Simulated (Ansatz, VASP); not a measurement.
# Cross-check of LaCrGe3 between VASP and Ansatz

Wanted: the spread between two codes on one cell, functional and k mesh.

Main program and level: Ansatz 0.2.0; plane waves, with VASP 6.6.1 beside it; single point at PBEsol, DFT+U.

### 1. Starting point

The structure is hexagonal, space group P6_3/mmc (No. 194). Conventional cell: a = 6.200 Å, b = 6.200 Å, c = 5.766 Å, α = 90.00°, β = 90.00°, γ = 120.00°. La has 12 Ge at 3.11 to 3.25 Å nearest. Nearest to Ge lie 2 Cr at 2.53 Å and 2 Ge at 2.60 Å and 4 La at 3.11 to 3.25 Å. Cr has 6 Ge at 2.53 Å nearest. Farther neighbours are not listed.

Coordinates:

```xyz
10
Lattice="6.2004 0.0000 0.0000 -3.1002 5.3697 0.0000 0.0000 0.0000 5.7660" Properties=species:S:1:pos:R:3 pbc="T T T"
La    3.1002    1.7899    1.4415
La    0.0000    3.5798    4.3245
Ge    1.7983    1.0382    4.3245
Ge   -1.3019    4.3315    1.4415
Ge    3.1002    3.2932    4.3245
Ge    1.3019    4.3315    1.4415
Ge    4.4021    1.0382    4.3245
Ge    0.0000    2.0765    1.4415
Cr    0.0000    0.0000    2.8830
Cr    0.0000    0.0000    0.0000
```

### 2. VASP: single point, PBEsol, DFT+U

With cell and atoms fixed, the geometry can't cause a difference; cores, projectors, grids and the points listed under the comparison can.

Lines of VASP's logs that name or quote its potential files are left out, and so is its time.

Contents of INCAR:

```
SYSTEM = LaCrGe3
PREC = Normal
ENCUT = 380
EDIFF = 1E-06
NELM = 150
ISMEAR = 0
SIGMA = 0.05
LREAL = .FALSE.
ALGO = Normal
GGA = PS
NBANDS = 80
LDAU = .TRUE.
LDAUTYPE = 2
LDAUL = -1 -1 2
LDAUU = 0 0 5
LDAUJ = 0 0 0
LDAUPRINT = 1
LASPH = .TRUE.
LMAXMIX = 6
LORBIT = 11
LWAVE = .FALSE.
LCHARG = .FALSE.
KPAR = 2
AMIX = 0.2
BMIX = 1E-04
AMIX_MAG = 0.8
BMIX_MAG = 1E-04
```

Contents of POSCAR:

```
LaCrGe3
1.0
    6.2004000000      0.0000000000      0.0000000000
   -3.1002000000      5.3697039136      0.0000000000
    0.0000000000      0.0000000000      5.7660000000
La Ge Cr
2 6 2
Direct
    0.6666666667      0.3333333333      0.2500000000
    0.3333333333      0.6666666667      0.7500000000
    0.3866999999      0.1933499999      0.7500000000
    0.1933499999      0.8066500001      0.2500000000
    0.8066500001      0.6133000001      0.7500000000
    0.6133000001      0.8066500001      0.2500000000
    0.8066500001      0.1933499999      0.7500000000
    0.1933499999      0.3866999999      0.2500000000
    0.0000000000      0.0000000000      0.5000000000
    0.0000000000      0.0000000000      0.0000000000
```

Contents of KPOINTS:

```
Automatic mesh
0
Gamma
3 3 3
0 0 0
```

PAW data sets: La, Ge_d and Cr_pv (PBE family, release 64).

Launch:

```bash
$ mpirun -np 2 vasp_std
```

Numbers of over 12 decimals in the logs are rounded to 6 here.

The program printed:

```text
[banner, memory and clock lines left out]
running    2 mpi-ranks, on    1 nodes
 distrk:  each k-point on    1 cores,    2 groups
 distr:  one band on    1 cores,    1 groups

 POSCAR found type information on POSCAR LaGeCr
 POSCAR found :  3 types and      10 ions
|                                                                             |
|               ----> ADVICE to this user running VASP <----                  |
|                                                                             |
|     You enforced a specific xc type in the INCAR file but a different       |
|     [... a line on the potential file left out ...]
|     I HOPE YOU KNOW WHAT YOU ARE DOING!                                     |
|                                                                             |

 LDA part: xc-table for (Slater+PW92), standard interpolation
 POSCAR, INCAR and KPOINTS ok, starting setup
 FFT: planning ... GRIDC
 FFT: planning ... GRID_SOFT
 FFT: planning ... GRID
 WAVECAR not read
 entering main loop
       N       E                     dE             d eps       ncg     rms          rms(c)
DAV:   1     0.161051889542E+04    0.16105E+04   -0.43811E+04  1112   0.332E+03
DAV:   2     0.392345901429E+03   -0.12182E+04   -0.11383E+04   960   0.944E+02
DAV:   3     0.112774381423E+02   -0.38107E+03   -0.36148E+03   984   0.292E+02
DAV:   4    -0.568513146760E+02   -0.68129E+02   -0.64866E+02  1376   0.111E+02
DAV:   5    -0.620793481351E+02   -0.52280E+01   -0.51283E+01  1648   0.352E+01    0.291E+01
DAV:   6    -0.763256485579E+02   -0.14246E+02   -0.32306E+02  1448   0.435E+01    0.484E+01
DAV:   7    -0.529412421465E+02    0.23384E+02   -0.99502E+01  1552   0.431E+01    0.774E+00
DAV:   8    -0.536677570897E+02   -0.72651E+00   -0.12185E+01  1680   0.114E+01    0.664E+00
DAV:   9    -0.531937920685E+02    0.47397E+00   -0.39186E+00  1552   0.755E+00    0.300E+00
DAV:  10    -0.532669915911E+02   -0.73200E-01   -0.88134E-01  1640   0.352E+00    0.251E+00
DAV:  11    -0.532292522049E+02    0.37739E-01   -0.14928E-01  1576   0.175E+00    0.166E+00
DAV:  12    -0.532462859586E+02   -0.17034E-01   -0.28731E-01  1440   0.238E+00    0.692E-01
DAV:  13    -0.532564828072E+02   -0.10197E-01   -0.55940E-02  1408   0.146E+00    0.512E-01
DAV:  14    -0.532601170474E+02   -0.36342E-02   -0.11395E-02  1744   0.495E-01    0.457E-01
[...]
DAV:  21    -0.532945963897E+02   -0.25550E-02   -0.10880E-02  1224   0.268E-01    0.127E-01
DAV:  22    -0.532952888166E+02   -0.69243E-03   -0.48245E-03  1432   0.185E-01    0.101E-01
DAV:  23    -0.532957239203E+02   -0.43510E-03   -0.25599E-03  1592   0.105E-01    0.587E-02
DAV:  24    -0.532958676808E+02   -0.14376E-03   -0.16663E-03  1432   0.985E-02    0.408E-02
DAV:  25    -0.532958853498E+02   -0.17669E-04   -0.15888E-04  1208   0.546E-02    0.199E-02
DAV:  26    -0.532958931009E+02   -0.77511E-05   -0.73058E-05  1192   0.243E-02    0.861E-03
DAV:  27    -0.532958942310E+02   -0.11301E-05   -0.17764E-05  1016   0.127E-02    0.588E-03
DAV:  28    -0.532958941776E+02    0.53398E-07   -0.18057E-06   832   0.964E-03
   1 F= -.53295894E+02 E0= -.53289715E+02  d E =-.123578E-01
```

Parts of OUTCAR (step 2):

```text
ion  position               nearest neighbor table
   1  0.667  0.333  0.250-   6 3.11   8 3.11   4 3.11   4 3.11   6 3.11   8 3.11   5 3.25   5 3.25
                             7 3.25   7 3.25   3 3.25   3 3.25
   2  0.333  0.667  0.750-   3 3.11   5 3.11   7 3.11   7 3.11   3 3.11   5 3.11   8 3.25   8 3.25
                             4 3.25   4 3.25   6 3.25   6 3.25
   3  0.387  0.193  0.750-   9 2.53  10 2.53   5 2.60   7 2.60   2 3.11   2 3.11   1 3.25   1 3.25

  LATTYP: Found a hexagonal cell.
 ALAT       =     6.2004000000
 C/A-ratio  =     0.9299400039

 Subroutine GETGRP returns: Found 24 space group operations
 (whereof 12 operations were pure point group operations)

The static configuration has the point symmetry D_3d.
 The point group associated with its full space group is D_6h.

 Found      6 irreducible k-points:

   k-points           NKPTS =      6   k-points in BZ     NKDIM =      6   number of bands    NBANDS=     80

   dimension x,y,z NGX =    30 NGY =   30 NGZ =   28
   dimension x,y,z NGXF=    60 NGYF=   60 NGZF=   56

   ENCUT  =  380.0 eV  27.93 Ry    5.28 a.u.   9.86  9.86  9.16*2*pi/ulx,y,z

   NELECT =     130.0000    total number of electrons

 k-points in reciprocal lattice and weights: Automatic mesh
   0.00000000  0.00000000  0.00000000       0.037
   0.33333333  0.00000000  0.00000000       0.222
   0.33333333  0.33333333  0.00000000       0.074
   0.00000000  0.00000000  0.33333333       0.074
   0.33333333  0.00000000  0.33333333       0.444
   0.33333333  0.33333333  0.33333333       0.148

atom =   9  type =  3  l = 2

 onsite density matrix

spin component  1

  0.5104  0.0000 -0.0000 -0.0803  0.0000
  0.0000  0.3284  0.0000 -0.0000 -0.0803
 -0.0000  0.0000  0.4355 -0.0000 -0.0000
 -0.0803 -0.0000 -0.0000  0.3284  0.0000
  0.0000 -0.0803 -0.0000  0.0000  0.5104

spin component  2

 occupancies and eigenvectors

  o =  0.2980  v =  0.0000  0.9353  0.0000 -0.0000  0.3537  0.0000  0.0000  0.0000  0.0000  0.0000      0.0000  0.0000  0.0000  0.0000  0.0000  0.0000  0.0000  0.0000  0.0000  0.0000
  o =  0.2980  v =  0.0000  0.0000  0.0000  0.0000  0.0000  0.0000  0.9353  0.0000 -0.0000  0.3537      0.0000  0.0000  0.0000  0.0000  0.0000  0.0000  0.0000  0.0000  0.0000  0.0000
  o =  0.2980  v =  0.0000  0.0000  0.0000  0.0000  0.0000 -0.3537  0.0000 -0.0000 -0.9353  0.0000      0.0000  0.0000  0.0000  0.0000  0.0000  0.0000  0.0000  0.0000  0.0000  0.0000
  o =  0.2980  v = -0.3537  0.0000 -0.0000 -0.9353  0.0000  0.0000  0.0000  0.0000  0.0000  0.0000      0.0000  0.0000  0.0000  0.0000  0.0000  0.0000  0.0000  0.0000  0.0000  0.0000
  o =  0.4355  v =  0.0000  0.0000 -1.0000  0.0000 -0.0000  0.0000  0.0000  0.0000  0.0000  0.0000      0.0000  0.0000  0.0000  0.0000  0.0000  0.0000  0.0000  0.0000  0.0000  0.0000
  o =  0.4355  v =  0.0000  0.0000  0.0000  0.0000  0.0000  0.0000  0.0000 -1.0000  0.0000 -0.0000      0.0000  0.0000  0.0000  0.0000  0.0000  0.0000  0.0000  0.0000  0.0000  0.0000
  o =  0.5408  v =  0.0000  0.0000  0.0000  0.0000  0.0000  0.0000 -0.3537 -0.0000  0.0000  0.9353      0.0000  0.0000  0.0000  0.0000  0.0000  0.0000  0.0000  0.0000  0.0000  0.0000
  o =  0.5408  v =  0.0000 -0.3537 -0.0000  0.0000  0.9353  0.0000  0.0000  0.0000  0.0000  0.0000      0.0000  0.0000  0.0000  0.0000  0.0000  0.0000  0.0000  0.0000  0.0000  0.0000
  o =  0.5408  v = -0.9353  0.0000  0.0000  0.3537  0.0000  0.0000  0.0000  0.0000  0.0000  0.0000      0.0000  0.0000  0.0000  0.0000  0.0000  0.0000  0.0000  0.0000  0.0000  0.0000
  o =  0.5408  v =  0.0000  0.0000  0.0000  0.0000  0.0000 -0.9353  0.0000  0.0000  0.3537  0.0000      0.0000  0.0000  0.0000  0.0000  0.0000  0.0000  0.0000  0.0000  0.0000  0.0000

atom =  10  type =  3  l = 2

 onsite density matrix

spin component  1

  0.5104  0.0000  0.0000  0.0803  0.0000
  0.0000  0.3284 -0.0000 -0.0000  0.0803
  0.0000 -0.0000  0.4355  0.0000 -0.0000
  0.0803 -0.0000  0.0000  0.3284 -0.0000
  0.0000  0.0803 -0.0000 -0.0000  0.5104

spin component  2

 occupancies and eigenvectors

  o =  0.2980  v =  0.0000 -0.9353  0.0000 -0.0000  0.3537  0.0000  0.0000  0.0000  0.0000  0.0000      0.0000  0.0000  0.0000  0.0000  0.0000  0.0000  0.0000  0.0000  0.0000  0.0000
  o =  0.2980  v =  0.0000  0.0000  0.0000  0.0000  0.0000  0.0000 -0.9353  0.0000 -0.0000  0.3537      0.0000  0.0000  0.0000  0.0000  0.0000  0.0000  0.0000  0.0000  0.0000  0.0000
  o =  0.2980  v =  0.0000  0.0000  0.0000  0.0000  0.0000 -0.3537  0.0000  0.0000  0.9353  0.0000      0.0000  0.0000  0.0000  0.0000  0.0000  0.0000  0.0000  0.0000  0.0000  0.0000
  o =  0.2980  v = -0.3537  0.0000  0.0000  0.9353  0.0000  0.0000  0.0000  0.0000  0.0000  0.0000      0.0000  0.0000  0.0000  0.0000  0.0000  0.0000  0.0000  0.0000  0.0000  0.0000
  o =  0.4355  v =  0.0000  0.0000  0.0000  0.0000  0.0000  0.0000 -0.0000 -1.0000  0.0000 -0.0000      0.0000  0.0000  0.0000  0.0000  0.0000  0.0000  0.0000  0.0000  0.0000  0.0000
  o =  0.4355  v =  0.0000 -0.0000 -1.0000  0.0000 -0.0000  0.0000  0.0000  0.0000  0.0000  0.0000      0.0000  0.0000  0.0000  0.0000  0.0000  0.0000  0.0000  0.0000  0.0000  0.0000
  o =  0.5408  v =  0.0000  0.3537 -0.0000  0.0000  0.9353  0.0000  0.0000  0.0000  0.0000  0.0000      0.0000  0.0000  0.0000  0.0000  0.0000  0.0000  0.0000  0.0000  0.0000  0.0000
  o =  0.5408  v =  0.0000  0.0000  0.0000  0.0000  0.0000  0.0000  0.3537 -0.0000  0.0000  0.9353      0.0000  0.0000  0.0000  0.0000  0.0000  0.0000  0.0000  0.0000  0.0000  0.0000
  o =  0.5408  v = -0.9353  0.0000 -0.0000 -0.3537  0.0000  0.0000  0.0000  0.0000  0.0000  0.0000      0.0000  0.0000  0.0000  0.0000  0.0000  0.0000  0.0000  0.0000  0.0000  0.0000
  o =  0.5408  v =  0.0000  0.0000  0.0000  0.0000  0.0000 -0.9353  0.0000 -0.0000 -0.3537  0.0000      0.0000  0.0000  0.0000  0.0000  0.0000  0.0000  0.0000  0.0000  0.0000  0.0000

 average (electrostatic) potential at core
       1 -95.4011       2 -95.4011       3 -70.4035       4 -70.4035       5 -70.4035
       6 -70.4035       7 -70.4035       8 -70.4035       9 -68.3102      10 -68.3102

 E-fermi :   8.4187

 k-point     1 :       0.0000    0.0000    0.0000
  band No.  band energies     occupation
    ...
     60       6.6949      2.00000
     61       6.6949      2.00000
     62       6.9073      2.00000
     63       7.8510      2.00000
     64       7.8510      2.00000
     65       8.7358      0.00000
     66       8.7358      0.00000
     67       8.7405      0.00000
     68       9.1976      0.00000
     69       9.1976      0.00000
    ...

 k-point     2 :       0.3333    0.0000    0.0000
  band No.  band energies     occupation
    ...
     60       6.7541      2.00000
     61       6.9851      2.00000
     62       7.0716      2.00000
     63       7.1453      2.00000
     64       7.9440      2.00000
     65       8.6187      0.00000
     66       8.8150      0.00000
     67       9.3460      0.00000
     68       9.5114      0.00000
     69       9.5415      0.00000
    ...

 k-point     3 :       0.3333    0.3333    0.0000
  band No.  band energies     occupation
    ...
     60       6.4424      2.00000
     61       7.0002      2.00000
     62       7.0002      2.00000
     63       7.8509      2.00000
     64       7.8509      2.00000
     65       8.7397      0.00000
     66       8.7397      0.00000
     67       8.9531      0.00000
     68       8.9531      0.00000
     69       9.1530      0.00000
    ...

 k-point     4 :       0.0000    0.0000    0.3333
  band No.  band energies     occupation
    ...
     61       7.5453      2.00000
     62       7.5453      2.00000
     63       7.7250      2.00000
     64       8.1611      2.00000
     65       8.1611      2.00000
     66       8.5792      0.00001
     67       8.5792      0.00001
     68       8.6634      0.00000
     69       9.5264      0.00000
     70       9.5264      0.00000
    ...

 k-point     5 :       0.3333    0.0000    0.3333
  band No.  band energies     occupation
    ...
     62       7.0576      2.00000
     63       7.5840      2.00000
     64       7.8150      2.00000
     65       8.1014      2.00000
     66       8.4261      0.83505
     67       9.0259      0.00000
     68       9.0725      0.00000
     69       9.4288      0.00000
     70       9.4422      0.00000
     71       9.7605      0.00000
    ...

 k-point     6 :       0.3333    0.3333    0.3333
  band No.  band energies     occupation
    ...
     62       6.7426      2.00000
     63       7.6686      2.00000
     64       7.6686      2.00000
     65       8.3121      1.99742
     66       8.3121      1.99742
     67       8.8279      0.00000
     68       9.2878      0.00000
     69       9.2878      0.00000
     70       9.5100      0.00000
     71       9.5215      0.00000
    ...

  Total       -4.5494792     -4.5494792     -8.2793691      0.0000000     -0.0000000      0.0000000
  in kB      -37.9688618    -37.9688618    -69.0976283      0.0000000     -0.0000000      0.0000000
  external PRESSURE =     -48.3451173 kB  Pullay stress =       0.0000000 kB

  energy-cutoff  :      380.00
  volume of cell :      191.98
      direct lattice vectors                 reciprocal lattice vectors
     6.200400000  0.000000000  0.000000000     0.161279917  0.093115004  0.000000000
    -3.100200000  5.369703914  0.000000000     0.000000000  0.186230007  0.000000000
     0.000000000  0.000000000  5.766000000     0.000000000  0.000000000  0.173430454

 POSITION                                       TOTAL-FORCE (eV/Angst)
 -----------------------------------------------------------------------------------
      3.10020      1.78990      1.44150         0.000000      0.000000      0.000000
     -0.00000      3.57980      4.32450         0.000000      0.000000      0.000000
      1.79827      1.03823      4.32450         0.117742      0.067978     -0.000000
     -1.30193      4.33147      1.44150         0.117742     -0.067978     -0.000000
      3.10020      3.29324      4.32450         0.000000     -0.135957     -0.000000
      1.30193      4.33147      1.44150        -0.117742     -0.067978      0.000000
      4.40213      1.03823      4.32450        -0.117742      0.067978      0.000000
     -0.00000      2.07646      1.44150        -0.000000      0.135957      0.000000
      0.00000      0.00000      2.88300         0.000000      0.000000      0.000000
      0.00000      0.00000      0.00000         0.000000      0.000000      0.000000
 -----------------------------------------------------------------------------------
    total drift:                               -0.000000      0.000000      0.000000

  FREE ENERGIE OF THE ION-ELECTRON SYSTEM (eV)
  ---------------------------------------------------
  free  energy   TOTEN  =       -53.2958941776 eV

  energy  without entropy=      -53.2835363396  energy(sigma->0) =      -53.28971526

 total charge
# of ion       s       p       d       f       tot
--------------------------------------------------
    1        2.023   5.615   0.759   0.201   8.598
    2        2.023   5.615   0.759   0.201   8.598
    3        1.145   1.223  10.031   0.000  12.399
    4        1.145   1.223  10.031   0.000  12.399
    5        1.145   1.223  10.031   0.000  12.399
    6        1.145   1.223  10.031   0.000  12.399
    7        1.145   1.223  10.031   0.000  12.399
    8        1.145   1.223  10.031   0.000  12.399
    9        0.286   6.270   4.195   0.000  10.751
   10        0.286   6.270   4.195   0.000  10.751
--------------------------------------------------
tot         11.488  31.106  70.094   0.402 113.089
```

This run has no spin polarisation, although Cr can carry a moment. The k-mesh is coarse for a metal. A U on the itinerant d states of such a compound is hard to justify; it moves the bands at the Fermi level.

[end of part 1 of 2]

[Lines on the potential files, build, host, timing and source positions are cut from VASP's logs without a mark.]

[Logs are printed without paths, hosts, clocks, repeated set-up lines and the standing remarks that a program may print on its own settings, such as how far it seeks lower states.]

[Hosts, paths, dates, database ids (printed as entryN), source tags and the programs' standing remarks are cut or masked in the printed files.]
